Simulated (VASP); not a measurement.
VASP ran on this input.

### KPOINTS
```
Automatic mesh
0
Gamma
9 9 9
0 0 0
```

POSCAR:
```
ZnSe
1
    0.0000000000     2.6893194760     2.6893194760
    2.6893194760     0.0000000000     2.6893194760
    2.6893194760     2.6893194760     0.0000000000
Zn Se
1 1
Direct
  0.0000000000   0.0000000000   0.0000000000
  0.2500000000   0.2500000000   0.2500000000
```

INCAR:
```
! general
SYSTEM  = ZnSe
PREC    = Accurate
ENCUT   = 500
LREAL   = .False.   ! projection in real space or not
LASPH   = .True.   ! aspherical one-centre terms

! electronic loop
EDIFF   = 1E-6   ! SCF stop (eV)
NELM    = 100
ALGO    = Normal
LMAXMIX = 4   ! l cut-off of mixed one-centre charges

! smearing
ISMEAR  = 0   ! Gaussian
SIGMA   = 0.05   ! width (eV)

! ions
IBRION  = 2   ! conjugate gradients
NSW     = 40   ! most ionic steps
ISIF    = 3   ! ions, shape and volume
EDIFFG  = -0.02   ! ionic stop
PSTRESS = 200

! output
LWAVE   = .False.
LCHARG  = .False.
```

POTCAR, in this order: Zn Se (LDA.64 set). Program: vasp_std.

Q: Write an equivalent input for Quantum ESPRESSO's pw.x.

A: One equivalent input (not run):
```
&CONTROL
  calculation = 'vc-relax'
  pseudo_dir = './pseudo'
  outdir = './out'
  tprnfor = .true.
  tstress = .true.
  nstep = 40
  forc_conv_thr = 0.00078
/
&SYSTEM
  ibrav = 0
  nat = 2
  ntyp = 2
  ecutwfc = 86
  occupations = 'smearing'
  smearing = 'gaussian'
  degauss = 0.003675
  input_dft = 'pz'
/
&ELECTRONS
  conv_thr = 7.3e-08
  electron_maxstep = 100
/
&IONS
/
&CELL
  press = 200
/
ATOMIC_SPECIES
  Zn 65.380 Zn.upf
  Se 78.971 Se.upf
CELL_PARAMETERS angstrom
     0.0000000    2.6893195    2.6893195
     2.6893195    0.0000000    2.6893195
     2.6893195    2.6893195    0.0000000
ATOMIC_POSITIONS crystal
  Zn   0.0000000  0.0000000  0.0000000
  Se   0.2500000  0.2500000  0.2500000
K_POINTS automatic
  9 9 9 0 0 0
```
What does not carry over: the potentials are each code's own (VASP's PAW set, PseudoDojo norm-conserving files in pw.x), so ENCUT and ecutwfc are chosen apart and not converted; conv_thr bounds pw.x's estimated SCF error, while EDIFF bounds the energy change between steps; forc_conv_thr acts on force components and is met together with etot_conv_thr.

The compound is ZnSe in the zinc blende structure. This run relaxes it under an external pressure of 20 GPa. Symmetry was kept, so distortions that lower it aren't found.
